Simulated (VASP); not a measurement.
A run of VASP 6.6.1 is set up as follows.

INCAR

```
SYSTEM = Rb2LiGdF6
PREC     = Accurate       ! precision mode
ENCUT    = 520            ! plane-wave cutoff, eV
EDIFF    = 1E-6           ! SCF threshold, eV
ISMEAR   = -1             ! smearing method
SIGMA    = 0.1            ! smearing width, eV
LREAL    = .False.        ! projectors in reciprocal space
LASPH    = .True.         ! aspherical terms in the spheres
NELM     = 150            ! most SCF steps
ALGO     = Normal         ! electronic algorithm
ISIF     = 2              ! what is computed and relaxed
LWAVE    = .False.        ! write WAVECAR
LCHARG   = .False.        ! write CHGCAR
ISPIN    = 2              ! spin polarisation
MAGMOM   = 0 0 7.51 0 0 0 0 0 0 0 ! initial moments
LORBIT   = 11             ! projections on sites
LMAXMIX  = 6              ! l up to which the mixer works
LDAU     = .True.         ! DFT+U
LDAUTYPE = 1            
LDAUL    = -1 3 -1 -1     ! shell
LDAUU    = 0 7.1 0 0      ! U, eV
LDAUJ    = 0 0.57 0 0   
LDAUPRINT= 1            
GGA      = PE             ! functional
NBANDS   = 56             ! bands
```

KPOINTS

```
Automatic mesh
0
Gamma
  5 5 5
  0 0 0
```

Contents of POSCAR:

```
Rb2LiGdF6
1.0
    0.0000000000      4.3867336278      4.3867336278
    4.3867336278      0.0000000000      4.3867336278
    4.3867336278      4.3867336278      0.0000000000
Rb Gd F Li
2 1 6 1
Direct
    0.2500000000      0.2500000000      0.2500000000
    0.7500000000      0.7500000000      0.7500000000
    0.0000000000      0.0000000000      0.0000000000
    0.7456911048      0.2543088952      0.2543088952
    0.2543088952      0.7456911048      0.2543088952
    0.2543088952      0.7456911048      0.7456911048
    0.7456911048      0.2543088952      0.7456911048
    0.2543088952      0.2543088952      0.7456911048
    0.7456911048      0.7456911048      0.2543088952
    0.5000000000      0.5000000000      0.5000000000
```

Potentials or basis: VASP PAW PBE potentials, release 64 (Rb_sv, Gd, F, Li_sv).

Command:

```sh
$ cat potpaw_PBE.64/Rb_sv/POTCAR potpaw_PBE.64/Gd/POTCAR potpaw_PBE.64/F/POTCAR potpaw_PBE.64/Li_sv/POTCAR > POTCAR
$ mpirun -np 1 vasp_std > vasp.out
```

(1) Predict the band gap on the k mesh.

(2) Estimate the site moments.

(3) Estimate the largest force.

(4) Estimate the net moment.

## Answers

(1) 6.69 eV, direct.

(2) Rb +0.00; Gd +6.84; F -0.01; Li -0.00 μB.

(3) 0.021 eV/Å.

(4) 7.00 μB per cell.

Caveat: spin-orbit coupling is left out, which moves the levels of the heavy elements; an odd mesh through Γ misses points on the zone boundary, where band edges often lie; a cell with one magnetic atom can't hold antiferromagnetic order, which such compounds often take.
